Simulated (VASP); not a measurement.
**HfBe2: accuracy against cost in the PAW data sets and precision settings**

A convergence test on HfBe2: the PAW data sets and precision settings. The atoms are off their equilibrium sites, so that forces can be compared too. The series runs use r2SCAN. The PAW data sets tried: minimal 64: Hf Be; recommended 64: Hf_pv Be; recommended 54: Hf_pv Be; materialsproject 64: Hf_pv Be_sv; semicore 64: Hf_sv Be_sv; gw 64: Hf_sv_GW Be_sv_GW. The precision settings tried: PREC = Low; PREC = Medium; PREC = Normal; PREC = Single; PREC = Accurate; LREAL = Auto; ADDGRID = .TRUE.; LASPH = .FALSE.. The atoms of the start are displaced at random from the sites of a P6/mmm cell.

Calculated with VASP 6.6.1; r2SCAN; plane waves and PAW (Hf, Be), in the first sound run; inputs show where later runs differ.

### 1. The starting structure

Symmetry: P1, No. 1, triclinic system. Conventional cell: a = 3.170 Å, b = 3.780 Å, c = 3.780 Å, α = 120.00°, β = 90.00°, γ = 90.00°. Nearest to Hf lie 12 Be at 2.63 to 2.76 Å. Nearest to Be lie 3 Be at 2.15 to 2.21 Å and 6 Hf at 2.63 to 2.74 Å. Nearest to Be lie 3 Be at 2.15 to 2.21 Å and 6 Hf at 2.64 to 2.76 Å. Farther neighbours are not listed.

Coordinates:

```cif
data_structure
_symmetry_space_group_name_H-M 'P 1'
_symmetry_Int_Tables_number 1
_cell_length_a 3.7795
_cell_length_b 3.7795
_cell_length_c 3.1700
_cell_angle_alpha 90.000
_cell_angle_beta 90.000
_cell_angle_gamma 120.000
_cell_volume 39.22
loop_
_atom_site_label
_atom_site_type_symbol
_atom_site_fract_x
_atom_site_fract_y
_atom_site_fract_z
_atom_site_occupancy
Hf1 Hf 0.99885 0.98827 0.99568 1
Be2 Be 0.31884 0.66479 0.49347 1
Be3 Be 0.66250 0.34121 0.49961 1
```

### 2. PAW data sets: minimal 64: Hf Be

Data sets differ in which electrons are valence and how hard the partial waves are. r2SCAN adds the kinetic-energy density, costs more than a GGA and is run with LASPH.

INCAR reads:

```
SYSTEM = HfBe2
PREC = Accurate
ENCUT = 400
EDIFF = 1E-06
NELM = 100
ISMEAR = -1
SIGMA = 0.05
LREAL = .FALSE.
ALGO = Normal
METAGGA = R2SCAN
LASPH = .TRUE.
NBANDS = 10
LORBIT = 11
LWAVE = .FALSE.
LCHARG = .FALSE.
KPAR = 4
ISIF = 2
```

POSCAR reads:

```
HfBe2
1.0
    3.7795013321      0.0000000000      0.0000000000
   -1.8897506661      3.2731441672      0.0000000000
    0.0000000000      0.0000000000      3.1699582000
Hf Be
1 2
Direct
   -0.0011550000     -0.0117280000     -0.0043230000
    0.3188360000      0.6647940000      0.4934710000
    0.6625000000      0.3412110000      0.4996050000
```

KPOINTS reads:

```
Automatic mesh
0
Gamma
7 7 7
0 0 0
```

Potentials, in the order of the species: Hf and Be (PBE family, release 64).

Command:

```console
$ mpirun -np 4 vasp_std
```

The program printed:

```text
[banner, memory and clock lines left out]
running    4 mpi-ranks, on    1 nodes
 distrk:  each k-point on    1 cores,    4 groups
 distr:  one band on    1 cores,    1 groups

 POSCAR found type information on POSCAR HfBe
 POSCAR found :  2 types and       3 ions
|                                                                             |
|               ----> ADVICE to this user running VASP <----                  |
|                                                                             |
|     You enforced a specific xc type in the INCAR file but a different       |
|     [... a line on the potential file left out ...]
|     I HOPE YOU KNOW WHAT YOU ARE DOING!                                     |
|                                                                             |

 LDA part: xc-table for (None), standard interpolation
 POSCAR, INCAR and KPOINTS ok, starting setup
 FFT: planning ... GRIDC
 FFT: planning ... GRID_SOFT
 FFT: planning ... GRID
 WAVECAR not read
 entering main loop
       N       E                     dE             d eps       ncg     rms          rms(c)
DAV:   1    -0.393091638564E+02   -0.39309E+02   -0.27729E+03  3440   0.537E+02
DAV:   2    -0.551838864939E+02   -0.15875E+02   -0.15352E+02  5598   0.847E+01
DAV:   3    -0.555820068113E+02   -0.39812E+00   -0.39206E+00  4768   0.115E+01
DAV:   4    -0.555840517792E+02   -0.20450E-02   -0.20441E-02  4998   0.908E-01
DAV:   5    -0.555840562177E+02   -0.44385E-05   -0.44381E-05  4534   0.386E-02    0.107E+01
DAV:   6    -0.544732278099E+02    0.11108E+01   -0.29287E+00  4066   0.747E+00    0.530E+00
DAV:   7    -0.543492293100E+02    0.12400E+00   -0.74555E-01  4798   0.409E+00    0.843E-01
DAV:   8    -0.543454969560E+02    0.37324E-02   -0.29175E-02  4260   0.992E-01    0.421E-01
DAV:   9    -0.543448671543E+02    0.62980E-03   -0.63378E-03  5504   0.397E-01    0.274E-01
DAV:  10    -0.543446815819E+02    0.18557E-03   -0.16392E-03  4176   0.181E-01    0.667E-02
DAV:  11    -0.543446382188E+02    0.43363E-04   -0.29917E-04  4210   0.804E-02    0.209E-02
DAV:  12    -0.543446307878E+02    0.74309E-05   -0.12634E-05  4968   0.227E-02    0.927E-03
DAV:  13    -0.543446302403E+02    0.54757E-06   -0.22756E-07  3112   0.387E-03
   1 F= -.54344630E+02 E0= -.54338635E+02  d E =-.119896E-01
```

Elapsed: 29 s, on 4 MPI ranks of Intel Xeon 6975P-C (Granite Rapids), shared host; peak memory 0.73 GiB.

Lines that name or quote the potential files are left out of all logs, and their timing lines are given in words.

Parts of OUTCAR (step 2):

```text
ion  position               nearest neighbor table
   1  0.999  0.988  0.996-   2 2.63   3 2.64   2 2.64   3 2.65   3 2.68   3 2.70   2 2.72   2 2.73
                             2 2.73   2 2.74   3 2.75   3 2.76
   2  0.319  0.665  0.493-   3 2.15   3 2.18   3 2.21   1 2.63   1 2.64   1 2.72   1 2.73   1 2.73
                             1 2.74
   3  0.663  0.341  0.500-   2 2.15   2 2.18   2 2.21   1 2.64   1 2.65   1 2.68   1 2.70   1 2.75
                             1 2.76

  LATTYP: Found a hexagonal cell.
 ALAT       =     3.7795013321
 C/A-ratio  =     0.8387239272

 Subroutine GETGRP returns: Found  1 space group operations
 (whereof  1 operations were pure point group operations)

The static configuration has the point symmetry C_1 .

 Found    172 irreducible k-points:

   k-points           NKPTS =    172   k-points in BZ     NKDIM =    172   number of bands    NBANDS=     10

   dimension x,y,z NGX =    28 NGY =   28 NGZ =   24
   dimension x,y,z NGXF=    56 NGYF=   56 NGZF=   48

   ENCUT  =  400.0 eV  29.40 Ry    5.42 a.u.   6.16  6.16  5.17*2*pi/ulx,y,z

   NELECT =       8.0000    total number of electrons

 k-points in reciprocal lattice and weights: Automatic mesh
   0.00000000  0.00000000  0.00000000       0.003
   0.14285714 -0.00000000  0.00000000       0.006
   0.00000000  0.14285714  0.00000000       0.006
  -0.14285714  0.14285714  0.00000000       0.006
   0.28571429  0.00000000  0.00000000       0.006
   0.00000000  0.28571429  0.00000000       0.006
  -0.28571429  0.28571429  0.00000000       0.006
   0.42857143 -0.00000000  0.00000000       0.006
   0.00000000  0.42857143  0.00000000       0.006
[...]
0.28571429  0.42857143  0.42857143       0.006
  -0.42857143 -0.28571429  0.42857143       0.006

 average (electrostatic) potential at core
       1 -41.1672       2 -34.0933       3 -34.0932

 E-fermi :   4.6153

 k-point     1 :       0.0000    0.0000    0.0000
  band No.  band energies     occupation
      1      -3.9367      2.00000
      2       3.5559      2.00000
      3       3.6695      2.00000
      4       4.1936      1.99956
      5       8.6914      0.00000
      6       9.4437      0.00000
      7       9.4966      0.00000
      8      10.4196      0.00000
      9      10.6746      0.00000
    ...

 k-point     2 :       0.1429   -0.0000    0.0000
  band No.  band energies     occupation
      1      -3.6158      2.00000
      2       2.9986      2.00000
      3       3.8429      2.00000
      4       4.2112      1.99938
      5       7.7068      0.00000
      6       9.3224      0.00000
      7       9.5839      0.00000
      8       9.9595      0.00000
      9      10.8461      0.00000
    ...

 k-point     3 :       0.0000    0.1429    0.0000
  band No.  band energies     occupation
      1      -3.6131      2.00000
      2       3.0805      2.00000
      3       3.7542      2.00000
      4       4.1967      1.99954
      5       7.6549      0.00000
      6       9.3638      0.00000
      7       9.5280      0.00000
      8      10.0409      0.00000
      9      10.8822      0.00000
    ...

  Total       -0.1242102     -0.0840693     -0.2983116     -0.0128172      0.0033696     -0.0033398
  in kB       -5.0747514     -3.4347480    -12.1878631     -0.5236628      0.1376694     -0.1364509
  external PRESSURE =      -6.8991208 kB  Pullay stress =       0.0000000 kB

  energy-cutoff  :      400.00
  volume of cell :       39.22
      direct lattice vectors                 reciprocal lattice vectors
     3.779501332  0.000000000  0.000000000     0.264585169  0.152758319  0.000000000
    -1.889750666  3.273144167  0.000000000     0.000000000  0.305516637  0.000000000
     0.000000000  0.000000000  3.169958200     0.000000000  0.000000000  0.315461573

 POSITION                                       TOTAL-FORCE (eV/Angst)
 -----------------------------------------------------------------------------------
      1.90755      3.23476      3.15625        -0.541962      0.468536      0.023035
     -0.05125      2.17597      1.56428         0.432561     -0.027832      0.057676
      1.85912      1.11683      1.58373         0.109401     -0.440703     -0.080711
 -----------------------------------------------------------------------------------
    total drift:                               -0.000020      0.000065     -0.000021

  FREE ENERGIE OF THE ION-ELECTRON SYSTEM (eV)
  ---------------------------------------------------
  free  energy   TOTEN  =       -54.3446302403 eV

  energy  without entropy=      -54.3326406292  energy(sigma->0) =      -54.33863543

 total charge
# of ion       s       p       d       tot
------------------------------------------
    1        0.471   0.640   1.971   3.082
    2        0.460   0.679   0.000   1.139
    3        0.460   0.679   0.000   1.139
--------------------------------------------------
tot          1.391   1.997   1.971   5.359

[... 3 further parts left out ...]
```

The k-mesh is coarse for a metal. The PAW data sets were made with PBE, which is usual practice but a small mismatch for other functionals. The data set Hf keeps the semicore shell frozen, which is cheaper and a little less accurate.

Numbers from this step:

```yaml
scf_cycles: 13
electrons: 8
bands: 10
irreducible_k_points: 172
symmetry_operations: 1
free_energy_toten: -54.3446 eV
energy_at_zero_smearing: -54.3386 eV
fermi_energy: 4.615 eV
pressure: -0.6899 GPa
metallic: yes
```

The series starts at -18.1129 eV an atom and -0.69 GPa, after 13 cycles in 29 s.

### 3. PAW data sets: recommended 64: Hf pv Be

This step: r2SCAN; plane waves and PAW (Hf_pv, Be) (VASP 6.6.1).

Changes to INCAR since step 2:

```diff
@@ -11,3 +11,3 @@
 LASPH = .TRUE.
-NBANDS = 10
+NBANDS = 13
 LORBIT = 11
```

POSCAR is that of step 2.

KPOINTS is that of step 2.

PAW data sets: Hf_pv and Be (PBE family, release 64).

Command:

```console
$ mpirun -np 4 vasp_std
```

The program printed:

```text
[banner, memory and clock lines left out]
running    4 mpi-ranks, on    1 nodes
[...]
[... a notice as in an earlier step ...]

 LDA part: xc-table for (None), standard interpolation
 POSCAR, INCAR and KPOINTS ok, starting setup
[...]
entering main loop
       N       E                     dE             d eps       ncg     rms          rms(c)
DAV:   1    -0.224903111957E+02   -0.22490E+02   -0.63232E+03  4488   0.816E+02
DAV:   2    -0.574359199920E+02   -0.34946E+02   -0.33052E+02  5654   0.178E+02
DAV:   3    -0.585705806591E+02   -0.11347E+01   -0.11193E+01  6059   0.247E+01
DAV:   4    -0.585825866282E+02   -0.12006E-01   -0.12000E-01  5317   0.313E+00
[...]
DAV:  12    -0.543951948895E+02   -0.26706E-05   -0.77992E-06  5607   0.190E-02    0.131E-02
DAV:  13    -0.543951920821E+02    0.28074E-05   -0.64517E-07  3226   0.693E-03    0.946E-03
DAV:  14    -0.543951929099E+02   -0.82782E-06   -0.82702E-08  2521   0.239E-03
   1 F= -.54395193E+02 E0= -.54389252E+02  d E =-.118822E-01
```

The job ended after 35 s (4 MPI ranks; peak memory 0.75 GiB; 1.8 min of CPU time).

OUTCAR, selected parts (step 3):

```text
  Total       -0.0153383      0.0279322     -0.0660174     -0.0082244      0.0033474     -0.0033757
  in kB       -0.6266650      1.1412029     -2.6972146     -0.3360156      0.1367618     -0.1379165
  external PRESSURE =      -0.7275589 kB  Pullay stress =       0.0000000 kB

 POSITION                                       TOTAL-FORCE (eV/Angst)
 -----------------------------------------------------------------------------------
      1.90755      3.23476      3.15625        -0.545473      0.471188      0.023281
     -0.05125      2.17597      1.56428         0.434273     -0.028391      0.058734
      1.85912      1.11683      1.58373         0.111200     -0.442796     -0.082016
 -----------------------------------------------------------------------------------
    total drift:                                0.000045      0.000015     -0.000013

  FREE ENERGIE OF THE ION-ELECTRON SYSTEM (eV)
  ---------------------------------------------------
  free  energy   TOTEN  =       -54.3951929099 eV

  energy  without entropy=      -54.3833106818  energy(sigma->0) =      -54.38925180

[... 1 part as in an earlier step ...]

[... 2 further parts left out ...]
[key lines of the parts left out:]
E-fermi :   4.4383
```

With 14 valence electrons the pressure is -0.07 GPa, +0.62 GPa from the first of the series, after 14 cycles in 35 s.

### 4. PAW data sets: recommended 54: Hf pv Be

INCAR is that of step 3.

POSCAR is that of step 3.

KPOINTS is that of step 3.

Potentials, in the order of the species: Hf_pv and Be (PBE family, release 54).

Command:

```console
$ mpirun -np 4 vasp_std
```

The program printed:

```text
[... set-up lines as in an earlier step ...]
 entering main loop
       N       E                     dE             d eps       ncg     rms          rms(c)
[... 14 cycles as in an earlier step ...]
   1 F= -.54395193E+02 E0= -.54389252E+02  d E =-.118822E-01
```

Wall time 35 s (4 MPI ranks); peak memory 0.72 GiB; 1.8 min of CPU time.

From OUTCAR (step 4):

```text
[... 6 parts as in an earlier step ...]

[... 1 further part left out ...]
[key lines of the parts left out:]
E-fermi :   4.4383
```

With 14 valence electrons the pressure is -0.07 GPa, +0.62 GPa from the first of the series, after 14 cycles in 35 s.

### 5. PAW data sets: materialsproject 64: Hf pv Be sv

This step: r2SCAN; plane waves and PAW (Hf_pv, Be_sv) (VASP 6.6.1).

Changes to INCAR since step 4:

```diff
@@ -2,3 +2,3 @@
 PREC = Accurate
-ENCUT = 400
+ENCUT = 410
 EDIFF = 1E-06
@@ -11,3 +11,3 @@
 LASPH = .TRUE.
-NBANDS = 13
+NBANDS = 15
 LORBIT = 11
```

POSCAR is that of step 4.

KPOINTS is that of step 4.

The projector-augmented-wave data sets are Hf_pv and Be_sv (PBE family, release 64).

Command:

```console
$ mpirun -np 4 vasp_std
```

The program printed:

```text
[... set-up lines as in an earlier step ...]
 entering main loop
       N       E                     dE             d eps       ncg     rms          rms(c)
DAV:   1     0.487406668643E+02    0.48741E+02   -0.10450E+04  5489   0.218E+03
DAV:   2    -0.526040585268E+02   -0.10134E+03   -0.98165E+02  5405   0.398E+02
DAV:   3    -0.588044326398E+02   -0.62004E+01   -0.61457E+01  9637   0.677E+01
DAV:   4    -0.589112805558E+02   -0.10685E+00   -0.10684E+00  6192   0.841E+00
[...]
DAV:  12    -0.543751993619E+02   -0.59129E-05   -0.60952E-06  6259   0.194E-02    0.113E-02
DAV:  13    -0.543751974909E+02    0.18710E-05   -0.52973E-07  3637   0.704E-03    0.591E-03
DAV:  14    -0.543751984439E+02   -0.95301E-06   -0.69467E-08  2748   0.261E-03
   1 F= -.54375198E+02 E0= -.54369246E+02  d E =-.119057E-01
```

Run time: 41 s. Hardware: 4 MPI ranks; peak memory 0.77 GiB; 2.1 min of CPU time.

Parts of OUTCAR (step 5):

```text
  Total        0.0321192      0.0596129     -0.0850827     -0.0060688     -0.0083063      0.0049274
  in kB        1.3122683      2.4355539     -3.4761522     -0.2479489     -0.3393615      0.2013153
  external PRESSURE =       0.0905567 kB  Pullay stress =       0.0000000 kB

 POSITION                                       TOTAL-FORCE (eV/Angst)
 -----------------------------------------------------------------------------------
      1.90755      3.23476      3.15625        -0.525592      0.472135      0.022886
     -0.05125      2.17597      1.56428         0.421759     -0.000493      0.029872
      1.85912      1.11683      1.58373         0.103833     -0.471642     -0.052759
 -----------------------------------------------------------------------------------
    total drift:                               -0.057790     -0.007568      0.001432

  FREE ENERGIE OF THE ION-ELECTRON SYSTEM (eV)
  ---------------------------------------------------
  free  energy   TOTEN  =       -54.3751984439 eV

  energy  without entropy=      -54.3632927056  energy(sigma->0) =      -54.36924557

[... 3 further parts left out ...]
[key lines of the parts left out:]
E-fermi :   3.6621
```

With 18 valence electrons the pressure is 0.01 GPa, +0.70 GPa from the first of the series, after 14 cycles in 41 s.

### 6. PAW data sets: semicore 64: Hf sv Be sv

This step: r2SCAN; plane waves and PAW (Hf_sv, Be_sv) (VASP 6.6.1).

Changes to INCAR since step 5:

```diff
@@ -11,3 +11,3 @@
 LASPH = .TRUE.
-NBANDS = 15
+NBANDS = 16
 LORBIT = 11
```

POSCAR is that of step 5.

KPOINTS is that of step 5.

PAW data sets: Hf_sv and Be_sv (PBE family, release 64).

Command:

```console
$ mpirun -np 4 vasp_std
```

The program printed:

```text
[... set-up lines as in an earlier step ...]
 entering main loop
       N       E                     dE             d eps       ncg     rms          rms(c)
DAV:   1     0.102904963550E+03    0.10290E+03   -0.11177E+04  5824   0.232E+03
DAV:   2    -0.564770734945E+02   -0.15938E+03   -0.15551E+03  5680   0.466E+02
DAV:   3    -0.649467175363E+02   -0.84696E+01   -0.84071E+01  9904   0.837E+01
DAV:   4    -0.651336786844E+02   -0.18696E+00   -0.18694E+00  6528   0.978E+00
[...]
DAV:  11    -0.571320777321E+02   -0.23445E-04   -0.33519E-05  6856   0.553E-02    0.103E-02
DAV:  12    -0.571320788186E+02   -0.10865E-05   -0.32190E-06  6800   0.178E-02    0.174E-03
DAV:  13    -0.571320792322E+02   -0.41359E-06   -0.25476E-07  3504   0.423E-03
   1 F= -.57132079E+02 E0= -.57126113E+02  d E =-.119331E-01
```

Elapsed: 41 s, on 4 MPI ranks; peak memory 0.77 GiB.

Parts of OUTCAR (step 6):

```text
  Total       -0.0272802      0.0004711     -0.1385819     -0.0082846     -0.0083160      0.0050122
  in kB       -1.1145641      0.0192480     -5.6619221     -0.3384756     -0.3397583      0.2047779
  external PRESSURE =      -2.2524127 kB  Pullay stress =       0.0000000 kB

 POSITION                                       TOTAL-FORCE (eV/Angst)
 -----------------------------------------------------------------------------------
      1.90755      3.23476      3.15625        -0.525375      0.472212      0.022785
     -0.05125      2.17597      1.56428         0.421779     -0.000821      0.029673
      1.85912      1.11683      1.58373         0.103596     -0.471391     -0.052458
 -----------------------------------------------------------------------------------
    total drift:                               -0.057744     -0.008011      0.001487

  FREE ENERGIE OF THE ION-ELECTRON SYSTEM (eV)
  ---------------------------------------------------
  free  energy   TOTEN  =       -57.1320792322 eV

  energy  without entropy=      -57.1201461387  energy(sigma->0) =      -57.12611269

[... 1 part as in an earlier step ...]

[... 2 further parts left out ...]
[key lines of the parts left out:]
E-fermi :   4.7950
```

With 20 valence electrons the pressure is -0.23 GPa, +0.46 GPa from the first of the series, after 13 cycles in 41 s.

[end of part 1 of 3]

[Lines on the potential files, build, host, timing and source positions are cut from VASP's logs without a mark.]

[Logs are printed without paths, hosts, clocks, repeated set-up lines and the standing remarks that a program may print on its own settings, such as how far it seeks lower states.]

[Hosts, paths, dates, database ids (printed as entryN), source tags and the programs' standing remarks are cut or masked in the printed files.]

[A measured line is paired with the nearest computed mode of its activity, which favours agreement.]
